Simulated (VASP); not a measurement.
A convergence study with VASP on NaF (rock salt): a few settings are varied, all else stays as given below, so the limit is that of these other settings.

```yaml
crystal:
  lattice:
    - [0.00000, 2.31500, 2.31500]
    - [2.31500, 0.00000, 2.31500]
    - [2.31500, 2.31500, 0.00000]
  atoms:
    - { symbol: Na, position: [0.00000, 0.00000, 0.00000] }
    - { symbol: F, position: [0.50000, 0.50000, 0.50000] }
```

These are PBE GGA, VASP's PBE PAW potentials (set 64) (plane waves; VASP) values and carry that method's errors. The last row used: 700 eV cut-off, 17×17×17 Γ-centred mesh, second-order Methfessel-Paxton smearing of 0.40 eV, potentials Na_pv F.

| setting | E (eV/atom) | pressure (GPa) | irreducible k-points |
|---|---|---|---|
| ISMEAR = -1, SIGMA = 0.01, 5×5×5 mesh | -4.2824 | 2.01 | 10 |
| ISMEAR = -1, SIGMA = 0.2, 5×5×5 mesh | -4.2824 | 2.01 | 10 |
| ISMEAR = 0, SIGMA = 0.01, 5×5×5 mesh | -4.2824 | 2.01 | 10 |
| ISMEAR = 0, SIGMA = 0.2, 5×5×5 mesh | -4.2824 | 2.01 | 10 |
| ISMEAR = 1, SIGMA = 0.01, 5×5×5 mesh | -4.2824 | 2.01 | 10 |
| ISMEAR = 1, SIGMA = 0.2, 5×5×5 mesh | -4.2824 | 1.91 | 10 |
| ISMEAR = 2, SIGMA = 0.01, 5×5×5 mesh | -4.2824 | 2.01 | 10 |
| ISMEAR = 2, SIGMA = 0.2, 5×5×5 mesh | -4.2824 | 1.96 | 10 |
| ISMEAR = -1, SIGMA = 0.05, 11×11×11 mesh | -4.2824 | 2.01 | 56 |
| ISMEAR = -1, SIGMA = 0.2, 11×11×11 mesh | -4.2824 | 2.01 | 56 |
| ISMEAR = 0, SIGMA = 0.05, 11×11×11 mesh | -4.2824 | 2.01 | 56 |
| ISMEAR = 0, SIGMA = 0.2, 11×11×11 mesh | -4.2824 | 2.01 | 56 |
| ISMEAR = 1, SIGMA = 0.05, 11×11×11 mesh | -4.2824 | 2.01 | 56 |
| ISMEAR = 1, SIGMA = 0.2, 11×11×11 mesh | -4.2825 | 1.89 | 56 |
| ISMEAR = 2, SIGMA = 0.05, 11×11×11 mesh | -4.2824 | 2.01 | 56 |
| ISMEAR = 2, SIGMA = 0.2, 11×11×11 mesh | -4.2826 | 1.94 | 56 |
| ISMEAR = -1, SIGMA = 0.05, 17×17×17 mesh | -4.2824 | 2.01 | 165 |
| ISMEAR = -1, SIGMA = 0.4, 17×17×17 mesh | -4.2823 | 2.01 | 165 |
| ISMEAR = 0, SIGMA = 0.05, 17×17×17 mesh | -4.2824 | 2.01 | 165 |
| ISMEAR = 0, SIGMA = 0.4, 17×17×17 mesh | -4.2824 | 2.01 | 165 |
| ISMEAR = 1, SIGMA = 0.05, 17×17×17 mesh | -4.2824 | 2.01 | 165 |
| ISMEAR = 1, SIGMA = 0.4, 17×17×17 mesh | -4.2768 | 1.81 | 165 |
| ISMEAR = 2, SIGMA = 0.05, 17×17×17 mesh | -4.2824 | 2.01 | 165 |
| ISMEAR = 2, SIGMA = 0.4, 17×17×17 mesh | -4.2787 | 1.78 | 165 |

Left out are rungs that failed or repeat a setting and relaxations that didn't move; long series are thinned to 24 rows.

The compound is NaF in the rock salt structure. The cell was not relaxed at this level.
